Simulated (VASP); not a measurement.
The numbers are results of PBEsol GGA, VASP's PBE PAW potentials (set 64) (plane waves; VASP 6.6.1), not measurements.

VASP ran on this input.

KPOINTS:
```
Automatic mesh
0
Gamma
12 12 12
0 0 0
```

**INCAR**
```
! general
SYSTEM  = TaSb
PREC    = Accurate
ENCUT   = 400
LREAL   = .False.
LASPH   = .True.

! electronic loop
EDIFF   = 1E-7
NELM    = 100
ALGO    = Normal
LMAXMIX = 6

! smearing
ISMEAR  = -5

! functional
GGA     = PS

! ions
ISIF    = 2

! output
LWAVE   = .False.
LCHARG  = .True.
LORBIT  = 11
NEDOS   = 601
```

POSCAR:
```
TaSb
3.3774110
  0.9999999942   0.0000000000   0.0000000000
  0.0000000000   0.9999999942   0.0000000000
  0.0000000000   0.0000000000   0.9999999942
Ta Sb
1 1
Cart
  0.0000000000   0.0000000000   0.0000000000
  0.4999999971   0.4999999971   0.4999999971
```

POTCAR, in this order: Ta_pv Sb (PBE.64 set). Program: vasp_std.

Output

OUTCAR:
```
 ion  position               nearest neighbor table
   1  0.000  0.000  0.000-   2 2.92   2 2.92   2 2.92   2 2.92   2 2.92   2 2.92   2 2.92   2 2.92
  LATTYP: Found a simple cubic cell.
 ALAT       =     3.3774109803
 Subroutine PRICEL returns:
 Original cell was already a primitive cell.
 Subroutine GETGRP returns: Found 48 space group operations
The static configuration has the point symmetry O_h .
The dynamic configuration has the point symmetry O_h .
 Subroutine INISYM returns: Found 48 space group operations
 Subroutine IBZKPT returns following result:
 Found     84 irreducible k-points:

 Following reciprocal coordinates:
            Coordinates               Weight
  0.000000  0.000000  0.000000      1.000000
  0.083333  0.000000  0.000000      6.000000
  0.166667  0.000000  0.000000      6.000000
  0.250000  0.000000  0.000000      6.000000
  0.333333  0.000000  0.000000      6.000000
  0.416667  0.000000  0.000000      6.000000
  0.500000  0.000000  0.000000      3.000000
  0.083333  0.083333  0.000000     12.000000
  0.166667  0.083333  0.000000     24.000000
  0.250000  0.083333  0.000000     24.000000
  0.333333  0.083333  0.000000     24.000000
  0.416667  0.083333  0.000000     24.000000
  0.500000  0.083333  0.000000     12.000000
  0.166667  0.166667  0.000000     12.000000
  0.250000  0.166667  0.000000     24.000000
  0.333333  0.166667  0.000000     24.000000
  0.416667  0.166667  0.000000     24.000000
  0.500000  0.166667  0.000000     12.000000
  0.250000  0.250000  0.000000     12.000000
  0.333333  0.250000  0.000000     24.000000
  0.416667  0.250000  0.000000     24.000000
  0.500000  0.250000  0.000000     12.000000
  0.333333  0.333333  0.000000     12.000000
  0.416667  0.333333  0.000000     24.000000
  0.500000  0.333333  0.000000     12.000000
...
```

**OSZICAR**
```
       N       E                     dE             d eps       ncg     rms          rms(c)
DAV:   1     0.740039363740E+02    0.74004E+02   -0.70261E+03  2016   0.999E+02
DAV:   2    -0.149236521125E+02   -0.88928E+02   -0.85100E+02  2416   0.255E+02
DAV:   3    -0.176185231679E+02   -0.26949E+01   -0.26085E+01  2520   0.421E+01
DAV:   4    -0.176615874972E+02   -0.43064E-01   -0.43083E-01  2372   0.560E+00
DAV:   5    -0.176623940187E+02   -0.80652E-03   -0.80927E-03  2508   0.760E-01    0.128E+01
DAV:   6    -0.170064289153E+02    0.65597E+00   -0.16817E+00  2256   0.110E+01    0.541E+00
DAV:   7    -0.169567377926E+02    0.49691E-01   -0.10665E-01  2516   0.282E+00    0.231E+00
DAV:   8    -0.169436511103E+02    0.13087E-01   -0.19363E-02  2268   0.913E-01    0.138E-01
DAV:   9    -0.169436360240E+02    0.15086E-04   -0.71585E-04  2392   0.211E-01    0.634E-02
DAV:  10    -0.169436073784E+02    0.28646E-04   -0.49524E-05  2432   0.809E-02    0.186E-02
DAV:  11    -0.169436076528E+02   -0.27440E-06   -0.15714E-06  2428   0.114E-02    0.538E-03
DAV:  12    -0.169436064004E+02    0.12524E-05   -0.17759E-07  1564   0.495E-03    0.563E-04
DAV:  13    -0.169436065255E+02   -0.12514E-06   -0.11051E-08  1268   0.104E-03    0.864E-05
DAV:  14    -0.169436064513E+02    0.74245E-07   -0.17013E-09  1164   0.413E-04
   1 F= -.16943606E+02 E0= -.16943606E+02  d E =0.000000E+00
```

OUTCAR:
```
------------------------ aborting loop because EDIFF is reached ----------------------------------------
  FORCE on cell =-STRESS in cart. coord.  units (eV):
  Direction    XX          YY          ZZ          XY          YZ          ZX
  --------------------------------------------------------------------------------------
  Total        0.0363217      0.0363217      0.0363217      0.0000000      0.0000000      0.0000000
  in kB        1.5105154      1.5105154      1.5105154      0.0000000      0.0000000      0.0000000
  external PRESSURE =       1.5105154 kB  Pullay stress =       0.0000000 kB
  volume of cell :       38.53
      direct lattice vectors                 reciprocal lattice vectors
     3.377410980  0.000000000  0.000000000     0.296084784  0.000000000  0.000000000
     0.000000000  3.377410980  0.000000000     0.000000000  0.296084784  0.000000000
     0.000000000  0.000000000  3.377410980     0.000000000  0.000000000  0.296084784
 POSITION                                       TOTAL-FORCE (eV/Angst)
 -----------------------------------------------------------------------------------
      0.00000      0.00000      0.00000         0.000000      0.000000      0.000000
      1.68871      1.68871      1.68871         0.000000      0.000000      0.000000
 -----------------------------------------------------------------------------------
    total drift:                               -0.000000      0.000000      0.000000
  FREE ENERGIE OF THE ION-ELECTRON SYSTEM (eV)
  ---------------------------------------------------
  free  energy   TOTEN  =       -16.9436064513 eV

  energy  without entropy=      -16.9436064513  energy(sigma->0) =      -16.94360645

 total charge

# of ion       s       p       d       tot
------------------------------------------
    1        0.291   6.113   2.392   8.797
    2        1.114   1.363   0.081   2.559
--------------------------------------------------
tot          1.406   7.477   2.473  11.355
```
(Selected blocks of OUTCAR.)

For a metal the tetrahedron method with Blöchl corrections gives inexact stress and forces.

The structure was generated: TaSb was put into the CsCl type type (Pm-3m), which need not be its known phase. It was relaxed first, which changed the volume by -41 %.
